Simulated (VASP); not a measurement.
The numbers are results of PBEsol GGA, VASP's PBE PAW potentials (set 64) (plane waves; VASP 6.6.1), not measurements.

Input for VASP

KPOINTS:
```
K-points
0
G
9 9 9
```

File POSCAR:
```
Sr
1.0
  0.0000000000   3.0400000000   3.0400000000
  3.0400000000   0.0000000000   3.0400000000
  3.0400000000   3.0400000000   0.0000000000
Sr
1
direct
  0.0000000000   0.0000000000   0.0000000000
```

**INCAR**
```
SYSTEM = Sr
PREC = Accurate
ENCUT = 480
EDIFF = 1E-6
NELM = 100
ALGO = Normal
LREAL = .FALSE.
LASPH = .TRUE.
ISMEAR = 1
SIGMA = 0.1
GGA = PS
LMAXMIX = 4
LWAVE = .FALSE.
LCHARG = .FALSE.
IBRION = 2
ISIF = 3
NSW = 60
EDIFFG = -0.01
```

POTCAR, in this order: Sr_sv (PBE.64 set). Program: vasp_std.

Problem. What will the output report for the number of irreducible k-points (NKPTS), largest plane-wave count, number of space-group operations, FFT grid (NGX, NGY, NGZ)?

Solution. 
```yaml
number of irreducible k-points (NKPTS): 35
largest_plane_wave_count: 1363
number_of_space_group_operations: 48
FFT grid (NGX, NGY, NGZ): 32 × 32 × 32
```

The compound is Sr in the fcc structure. This run relaxes it. Symmetry was kept, so distortions that lower it aren't found.
